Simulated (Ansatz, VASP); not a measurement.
**Two plane-wave programs on RbZnCl3**

INCAR

```
SYSTEM = RbZnCl3
ALGO = Normal
EDIFF = 1E-7
ENCUT = 520
ISIF = 2
ISMEAR = 0
LASPH = .True.
LCHARG = .False.
LMIXTAU = .True.
LREAL = .False.
LWAVE = .False.
METAGGA = R2SCAN
NBANDS = 29
NELM = 100
PREC = Accurate
SIGMA = 0.01
```

KPOINTS

```
k-points
0
Gamma
  6 6 6
  0 0 0
```

Contents of POSCAR:

```
RbZnCl3
1.0
    4.7405450805      0.0000000000      0.0000000000
    0.0000000000      4.7405450805      0.0000000000
    0.0000000000      0.0000000000      4.7405450805
Rb Zn Cl
1 1 3
Direct
    0.0000000000      0.0000000000      0.0000000000
    0.5000000000      0.5000000000      0.5000000000
    0.5000000000      0.5000000000      0.0000000000
    0.5000000000      0.0000000000      0.5000000000
    0.0000000000      0.5000000000      0.5000000000
```

Input for Ansatz:

```yaml
crystal:
  lattice:
    - [4.7405450805, 0.0, 0.0]
    - [0.0, 4.7405450805, 0.0]
    - [0.0, 0.0, 4.7405450805]
  atoms:
    - { symbol: Rb, position: [0.0, 0.0, 0.0] }
    - { symbol: Zn, position: [0.5, 0.5, 0.5] }
    - { symbol: Cl, position: [0.5, 0.5, 0.0] }
    - { symbol: Cl, position: [0.5, 0.0, 0.5] }
    - { symbol: Cl, position: [0.0, 0.5, 0.5] }
kpoints:
  mp_grid: { grid: [6, 6, 6] }
  band_path:
    path: [[0.0, 0.0, 0.0], [0.0, 0.5, 0.0], [0.5, 0.5, 0.0], [0.5, 0.5, 0.5]]
    npoints: 1
hamiltonian:
  xc: r2scan
scf:
  occupations: { method: fixed }
  n_extra_bands: 5
output:
  forces: true
  stress: true
  eigenvalues: true
```

Change from the starting cell: hydrostatic strain -4.0%.

Alike in both runs: task single point; functional r2SCAN; k mesh 6 × 6 × 6; no spin polarisation.

|  | VASP | Ansatz |
| --- | --- | --- |
| version | VASP 6.6.1 | Ansatz 0.2.0 |
| potentials or method | VASP PAW PBE potentials, release 64 (Rb_sv, Zn, Cl) | plane waves, PAW |
| plane-wave cutoff (eV) | 520 | 500 |
| occupations | gaussian, width 0.01 eV | fixed |
| valence electrons in the cell | 42 | 42 |

VASP gave:

```
gap on the k mesh at the Fermi level (eV) : 2.45
pressure (GPa)                            : 7.0
```

Estimate Ansatz's values.

gap on the k mesh at the Fermi level (eV): 2.45; pressure (GPa): 6.9.

Caveats: the PAW data sets were made with another functional, which shifts forces and pressure a little (VASP). A k mesh can miss the band edges.
